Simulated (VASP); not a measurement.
Output of a VASP run:

**OSZICAR**
```
       N       E                     dE             d eps       ncg     rms          rms(c)
DAV:   1     0.285018208275E+03    0.28502E+03   -0.20949E+04  1392   0.168E+03
DAV:   2    -0.181673690736E+03   -0.46669E+03   -0.44983E+03  1460   0.480E+02
DAV:   3    -0.230581099185E+03   -0.48907E+02   -0.46443E+02  1702   0.175E+02
DAV:   4    -0.232457645614E+03   -0.18765E+01   -0.18593E+01  1753   0.359E+01
DAV:   5    -0.232539251605E+03   -0.81606E-01   -0.81584E-01  2112   0.717E+00    0.101E+01
DAV:   6    -0.222229086933E+03    0.10310E+02   -0.62766E+00  1605   0.294E+01    0.543E+00
DAV:   7    -0.218577628799E+03    0.36515E+01   -0.48391E-01  1695   0.614E+00    0.282E+00
DAV:   8    -0.218870651964E+03   -0.29302E+00   -0.10656E+00  1475   0.688E+00    0.185E+00
DAV:   9    -0.218939554976E+03   -0.68903E-01   -0.22715E-01  1467   0.403E+00    0.106E+00
DAV:  10    -0.218889039743E+03    0.50515E-01   -0.12280E-01  1652   0.246E+00    0.232E-01
DAV:  11    -0.218947064161E+03   -0.58024E-01   -0.89149E-02  1447   0.173E+00    0.179E-01
DAV:  12    -0.218930927958E+03    0.16136E-01   -0.45640E-02  1432   0.157E+00    0.228E-01
DAV:  13    -0.218940894912E+03   -0.99670E-02   -0.90882E-03  1482   0.627E-01    0.990E-02
DAV:  14    -0.218952370140E+03   -0.11475E-01   -0.23171E-03  1567   0.380E-01    0.443E-02
DAV:  15    -0.218955662356E+03   -0.32922E-02   -0.16239E-03  1480   0.338E-01    0.329E-02
DAV:  16    -0.218955716335E+03   -0.53979E-04   -0.61903E-05  1739   0.522E-02    0.291E-02
DAV:  17    -0.218955773960E+03   -0.57625E-04   -0.13153E-05  1330   0.250E-02    0.249E-02
DAV:  18    -0.218955770084E+03    0.38765E-05   -0.72723E-05  1593   0.591E-02    0.386E-03
DAV:  19    -0.218955799847E+03   -0.29763E-04   -0.22348E-05  1472   0.282E-02    0.510E-03
DAV:  20    -0.218955814561E+03   -0.14714E-04   -0.48490E-06  1340   0.198E-02    0.205E-03
DAV:  21    -0.218955812640E+03    0.19213E-05   -0.15947E-06   973   0.120E-02    0.120E-03
DAV:  22    -0.218955816174E+03   -0.35343E-05   -0.35492E-07   801   0.626E-03    0.693E-04
DAV:  23    -0.218955816082E+03    0.91987E-07   -0.99621E-08   781   0.294E-03
   1 F= -.21895582E+03 E0= -.21895621E+03  d E =-.218956E+03
       N       E                     dE             d eps       ncg     rms          rms(c)
DAV:   1    -0.218956375646E+03   -0.55947E-03   -0.33388E-02  1441   0.137E+00    0.124E-01
DAV:   2    -0.218955970720E+03    0.40493E-03   -0.85163E-04  1821   0.274E-01    0.726E-02
DAV:   3    -0.218955883287E+03    0.87434E-04   -0.25992E-04  1897   0.139E-01    0.190E-02
DAV:   4    -0.218955891601E+03   -0.83141E-05   -0.52665E-05  1950   0.552E-02    0.654E-03
DAV:   5    -0.218955893951E+03   -0.23505E-05   -0.95257E-06  1557   0.238E-02    0.295E-03
DAV:   6    -0.218955894665E+03   -0.71407E-06   -0.24086E-06  1352   0.107E-02
   2 F= -.21895589E+03 E0= -.21895629E+03  d E =-.785830E-04
```

File OUTCAR:
```
------------------------ aborting loop because EDIFF is reached ----------------------------------------
  FORCE on cell =-STRESS in cart. coord.  units (eV):
  Direction    XX          YY          ZZ          XY          YZ          ZX
  --------------------------------------------------------------------------------------
  Total       -0.0222454     -0.0222454     -0.0042721      0.0000000      0.0000000      0.0000000
  in kB       -0.3915226     -0.3915226     -0.0751894      0.0000000      0.0000000      0.0000000
  external PRESSURE =      -0.2860782 kB  Pullay stress =       0.0000000 kB
  volume of cell :       91.03
      direct lattice vectors                 reciprocal lattice vectors
     4.354847737  0.000000000  0.000000000     0.229629154  0.132576457  0.000000000
    -2.177423868  3.771408683  0.000000000    -0.000000000  0.265152913 -0.000000000
    -0.000000000  0.000000000  5.542659155     0.000000000  0.000000000  0.180418816
 POSITION                                       TOTAL-FORCE (eV/Angst)
 -----------------------------------------------------------------------------------
      2.17742      3.77141      0.00000        -0.000000      0.000000      0.000000
      2.17743      1.25713      1.38817        -0.000000     -0.000000      0.000175
      2.17743      1.25713      4.15449         0.000000     -0.000000     -0.000175
     -0.00000      2.51427      2.77133        -0.000000     -0.000000      0.000000
 -----------------------------------------------------------------------------------
    total drift:                                0.000119     -0.000069      0.000000
  FREE ENERGIE OF THE ION-ELECTRON SYSTEM (eV)
  ---------------------------------------------------
  free  energy   TOTEN  =      -218.9558946653 eV

  energy  without entropy=     -218.9570913837  energy(sigma->0) =     -218.95629357

 reached required accuracy - stopping structural energy minimisation
```
(Selected blocks of OUTCAR.)

**POSCAR**
```
BiPt2Pb
1
    4.3573561223    -0.0000000000     0.0000000000
   -2.1786780612     3.7735810088     0.0000000000
   -0.0000000000     0.0000000000     5.5358719928
Bi Pt Pb
1 2 1
Direct
  0.0000000000   0.0000000000   0.0000000000
  0.6666670000   0.3333330000   0.2504155510
  0.6666670000   0.3333330000   0.7495844490
  0.3333330000   0.6666670000   0.5000000000
```

**Question.** Write an INCAR and KPOINTS that could have produced this output.

**Answer.** Several could match; the one computed here: the input of the run itself, r2SCAN meta-GGA, plane waves, VASP's PBE PAW potentials (set 64).

KPOINTS:
```
Regular mesh
0
gamma
  7 7 5
0 0 0
```

INCAR:
```
# general
SYSTEM  = BiPt2Pb
PREC    = Accurate
ENCUT   = 400
LREAL   = .False.
LASPH   = .True.

# electronic loop
EDIFF   = 1E-6
NELM    = 100
ALGO    = Normal
LMAXMIX = 6
LMIXTAU = .True.

# smearing
ISMEAR  = 1
SIGMA   = 0.1

# functional
METAGGA = R2SCAN

# ions
IBRION  = 2
NSW     = 60
ISIF    = 3
EDIFFG  = -0.02

# output
LWAVE   = .False.
LCHARG  = .False.
```

POTCAR, in this order: Bi_d Pt Pb_d (PBE.64 set). Program: vasp_std.

The structure comes from a computed database's BiPt2Pb entry (P-6m2); how it stands against other phases isn't given here. This run relaxes it. Symmetry was kept, so distortions that lower it aren't found. The start is the result of an earlier pass. The electron count is odd and the run is not spin-polarised, which forces a metal.
